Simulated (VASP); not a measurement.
# Bulk modulus and pressure derivative of CsCl-type AlRu from stress and energy at PBEsol

A coating or high-temperature electrode of AlRu is strained by its substrate, and a model of the resulting stress needs the bulk modulus B0 and its pressure derivative B0′. Both can be taken from the computed pressure or from the computed energy, and a difference between the two routes reveals some effects of the numerical settings, though not errors that both routes share. We compare them for seven uniformly scaled cells at PBEsol. Strain is the Eulerian strain f, positive in compression and measured from the fitted energy minimum at 13.2106 Å³ per atom. Energies are counted from the lowest computed point. The comparison is between two routes within one level of theory; no measured value is compared here.

## Computational details

One crystal, AlRu (CsCl-type) (known phase), at PBEsol: single-point runs on uniformly scaled copies of a cell relaxed at PBEsol; symmetry fixes shape and positions. Program: VASP 6.6.1, plane waves and PAW (data sets made for PBE of release 64), scalar-relativistic without spin-orbit coupling, no spin polarisation. Cutoff 400 eV; on the k meshes the divisions times the cell-vector length are 23 Å or more. Occupations: first-order Methfessel-Paxton smearing of 0.2 eV. The coarsest mesh (23 Å) is coarse for metals and narrow gaps.

Notes on method and selection:

- Third-order Birch-Murnaghan: P = 3·B0·f·(1 + 2f)^(5/2)·[1 + (3/2)(B0′ − 4)·f]. The fit to the energies of these runs gives B0 = 218.6 GPa and B0′ = 4.44.
- Static lattice. The pressure from the stress tensor and the slope of the energy need not agree exactly at a finite cutoff and mesh.
- A measured value is attached only where its sources agree among themselves; tables made before the last selection also left out values far from the computed one, as likely another phase or mode.
- Series whose points a third-order Birch-Murnaghan form does not fit, or whose B0′ lies outside 2 to 8, were left out.
- Crystals whose pressure at the fitted V0 departs from zero by more than 0.6 % of B0 plus 0.1 GPa, and layered compounds, were left out.
- Runs that did not converge, have known faults or may not be shown are not listed, and runs on Ansatz's PAW sets soft_1 and soft_2 are kept to separate tables.

Columns:

- Eulerian strain: Eulerian strain f = ½[(V0/V)^(2/3) − 1] with the fitted V0 = 13.2106 Å³ per atom, compression positive.
- fitted bulk modulus (GPa): bulk modulus at that volume from the third-order Birch-Murnaghan fit to the energies.
- volume (Å³): volume per atom.
- pressure (GPa): pressure from the stress tensor, compression positive.
- energy (meV/atom): energy per atom above the lowest point, extrapolated to zero smearing.

Input lines of one member:

```
PREC = Accurate
ENCUT = 400
EDIFF = 1E-06
NELM = 100
ISMEAR = 1
SIGMA = 0.2
LREAL = .FALSE.
ALGO = Normal
GGA = PS
NBANDS = 14
LASPH = .TRUE.
LORBIT = 11
ISIF = 2
```

Command (options for logging and memory left out): `vasp_std`

## Computed values

| member | Eulerian strain | fitted bulk modulus (GPa) | volume (Å³) | pressure (GPa) | energy (meV/atom) |
| --- | --- | --- | --- | --- | --- |
| V = 13.975 Å³ | −0.01841 | 168.9 | 13.9753 | −11.35 | 27.21 |
| V = 13.712 Å³ | −0.01225 | 184.7 | 13.7116 | −7.98 | 12.03 |
| V = 13.448 Å³ | −0.00590 | 201.8 | 13.4479 | −4.23 | 2.75 |
| V = 13.184 Å³ | 0.00067 | 220.5 | 13.1842 | −0.06 | 0.00 |
| V = 12.921 Å³ | 0.00746 | 240.9 | 12.9205 | 4.59 | 4.45 |
| V = 12.657 Å³ | 0.01448 | 263.3 | 12.6568 | 9.78 | 17.04 |
| V = 12.393 Å³ | 0.02175 | 287.8 | 12.3932 | 15.54 | 38.68 |

Least-squares fits to the whole series, with x = Eulerian strain; R² and errors in the fitted variable (y, or ln y where the fit is in ln y):

| y | members | fit | R² | rms residual | leave-one-out rms | the same for the mean of the others |
| --- | --- | --- | --- | --- | --- | --- |
| pressure (GPa) | 7 | y = −0.49956 + 656.73 x + 3694.2 x² | 1.00 | 0.011 | 0.026 | 10 |
| energy (meV/atom) | 7 | y = −0.08066 + 10.85 x + 81290 x² | 1.00 | 0.063 | 0.17 | 15 |

## What drives the series

At the volume of the energy minimum, both routes give a bulk modulus close to 219 GPa and a pressure derivative close to 4.4. They place zero pressure at slightly different volumes, however, and with each route taken at its own zero the bulk moduli differ by about 2 GPa.

For small f the Birch-Murnaghan pressure begins as 3·B0·f + 3·B0·[5 + 1.5·(B0′ − 4)]·f². A third of the linear coefficient of the pressure fit is therefore the bulk modulus at f = 0, the energy minimum: 656.73 / 3 = 218.9 GPa. The ratio of the quadratic to the linear coefficient is 3694.2 / 656.73 = 5.625, so B0′ = 4 + (5.625 − 5) / 1.5 = 4.42.

The energy begins as 4.5·B0·V0·f². With 1 meV/Å³ = 0.1602 GPa, the quadratic coefficient gives B0 = 2 × 81290 / (9 × 13.2106) × 0.1602 = 219.1 GPa. A parabola in f amounts to B0′ = 4, so the derivative has to come from the third-order fit to the energies, which gives 218.6 GPa and 4.44.

The routes do differ in their zero of pressure. At f = 0, where the energy is lowest, the pressure fit gives −0.50 GPa. The likely cause is the Pulay stress of a finite plane-wave basis, though no run here varies the cutoff to test it. The stress tensor describes a deformation at a fixed number of plane waves, whereas the energies belong to a fixed cutoff. Expansion at a fixed number of waves lowers the effective cutoff and raises the energy, which adds a negative pressure. Such a nearly constant shift moves the zero of the curve but hardly changes its slope at a given volume, which is why the two bulk moduli agree at the energy minimum.

The moved zero matters when the stress route is used alone. Its pressure vanishes only in a slightly smaller cell, which is stiffer. Raising the pressure by 0.50 GPa to reach that cell raises the bulk modulus by B0′ times as much, 4.42 × 0.50 = 2.2 GPa. The stress route's own B0 therefore lies about 2 GPa above the energy-fit value.

The crystal stiffens on compression because the kinetic energy of the electrons and the repulsion between overlapping shells rise faster than the attraction as the atoms approach. Between the largest and smallest cells the volume falls by a factor of 13.9753 / 12.3932 = 1.13, while the fitted bulk modulus rises by 287.8 / 168.9 = 1.70.

## Departures from the trend

Largest departures from the fit to the whole series:

| member | pressure (GPa) | fit | computed − fit | in rms residuals |
| --- | --- | --- | --- | --- |
| V = 13.448 Å³ | −4.23 | −4.25 | +0.02 | 1.5 |
| V = 12.921 Å³ | 4.59 | 4.61 | −0.02 | 1.4 |
| V = 13.975 Å³ | −11.35 | −11.34 | −0.01 | 1.1 |
| V = 13.712 Å³ | −7.98 | −7.99 | +0.01 | 0.9 |

The departures from the quadratic pressure fit are at most 0.02 GPa, and their signs follow a pattern: negative at 13.975 Å³, positive at 13.712 and 13.448 Å³, negative again at 12.921 Å³. A missing cubic term leaves this pattern. In the Birch-Murnaghan form that term is about 7000·f³ GPa, or 0.07 GPa at the strongest compression, and the fit absorbs most of it in its lower coefficients.

The cell at 13.184 Å³ looks odd for another reason. It is slightly compressed relative to the energy minimum, yet its pressure is −0.06 GPa, where the energy fit implies 3 × 218.6 × 0.00067 = +0.44 GPa. The difference is the same offset of about −0.5 GPa.

The shift is largest at 12.393 Å³. There the energy fit implies 3 × 218.6 × 0.02175 × (1 + 2 × 0.02175)^2.5 × (1 + 1.5 × 0.44 × 0.02175) = 16.09 GPa, and the difference is 15.54 − 16.09 = −0.55 GPa. At 13.975 Å³ the same formula gives a negative pressure of size 3 × 218.6 × 0.01841 × (1 − 2 × 0.01841)^2.5 × (1 − 1.5 × 0.44 × 0.01841) = 10.86 GPa, and the difference is −11.35 + 10.86 = −0.49 GPa. Growth roughly as 1/V is what a Pulay stress at fixed cutoff should show, and it lowers the bulk modulus read from the pressures at f = 0 by about 0.5 GPa. The cubic term absorbed by the quadratic fit raises that value by a similar amount.

## Worked examples

**Can B0 and B0′ be recovered from the energies of the two end cells?**
They can if V0, and with it f, is already known from the full fit. The lowest row lies 81290 × 0.00067² = 0.04 meV above the minimum, so we add 0.04 to each energy. Dividing by f² gives (27.21 + 0.04) / 0.01841² = 80400 and (38.68 + 0.04) / 0.02175² = 81850 meV. The slope between them is (81850 − 80400) / (0.02175 + 0.01841) = 36100, and the value at f = 0 is 80400 + 0.01841 × 36100 = 81065. Then B0′ = 4 + 36100 / 81065 = 4.45 and B0 = 2 × 81065 / (9 × 13.2106) × 0.1602 = 218.5 GPa, close to the full fit.

**Will the cell at 13.184 Å³, nearly free of computed stress, do as the equilibrium cell?**
Its volume is low by (13.2106 − 13.1842) / 13.2106 = 0.2 %, or about 0.07 % in length. Its bulk modulus is high by 220.5 − 218.6 = 1.9 GPa, or 0.9 %. That is adequate for most stress models.

**What pressure compresses the volume by about 4 %?**
The row at 12.6568 Å³ is compressed by (13.2106 − 12.6568) / 13.2106 = 4.2 %. Removing the shift gives 9.78 + 0.50 = 10.28 GPa. A linear law, B0 times the relative volume change, would give 218.6 × (13.2106 − 12.6568) / 13.2106 = 9.16 GPa, which is 11 % too low, so the curvature of the pressure matters at this compression.

## What to take away

For strains from −0.018 to 0.022, we would use the energy-fit values, B0 = 218.6 GPa and B0′ = 4.44, because they are free of the pressure offset. At the volume of the energy minimum, the stress route supports them to within 1 GPa and a few hundredths. Taken at its own zero of pressure, it gives a B0 about 2 GPa higher, so a bulk modulus should be quoted together with the volume it belongs to. Crystals with a large pressure offset or a poor Birch-Murnaghan fit were left out of the selection, so this agreement should not be taken as typical of every crystal at these settings.

The values belong to a static lattice. Zero-point motion and heating expand the crystal and would lower the bulk modulus, which matters for a hot coating or electrode. Agreement between the routes also says nothing about the error of PBEsol itself, since both rest on the same functional. A film clamped in its plane needs the shear constants as well, which uniform scaling does not supply.

[Logs are printed without paths, hosts, clocks, repeated set-up lines and the standing remarks that a program may print on its own settings, such as how far it seeks lower states.]
